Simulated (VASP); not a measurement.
Cost and result of VASP (PAW) for the band gap of SiC (wurtzite). Gaps are without spin-orbit coupling. Each level names its cell: its own relaxed one, PBE's, or the starting one. A gap is the smallest over the k-mesh and a band path; hybrids may have named points in place of the path, and GW has the mesh alone. The cost counts the self-consistent run with its band path or extra points (for GW, with the PBE run and the diagonalisation ahead of it), each on the mesh and cut-off of its row, so the ratios hold those differences too. With r2SCAN it took about 2 core-minutes. Times come from single runs on busy shared machines, so they are rough: good to a factor of about 2.

Measured: 3.33 eV (as given by Daiki Deguchi et al., Japanese Journal of Applied Physics (2016), arXiv:1512.06930).

```csv
level,k-mesh,cut-off (eV),band gap (eV),error (eV),cost over r2SCAN
LDA (own cell),9×9×5,520,2.12,-1.21,about 1/5
r2SCAN (own cell),9×9×5,520,2.66,-0.67,reference
SCAN (own cell),9×9×5,520,(withheld),(withheld),(withheld)
```

**Question.** Fill in the missing entries.

**Answer.** 
- SCAN (own cell), band gap (eV): 2.64
- SCAN (own cell), error (eV): -0.69
- SCAN (own cell), cost over r2SCAN: within a factor of 2

Left out are levels that failed, ran on another kind of processor or have no fit band path; at most nine are shown.

The compound is SiC in the wurtzite structure, the rare 2H polytype.
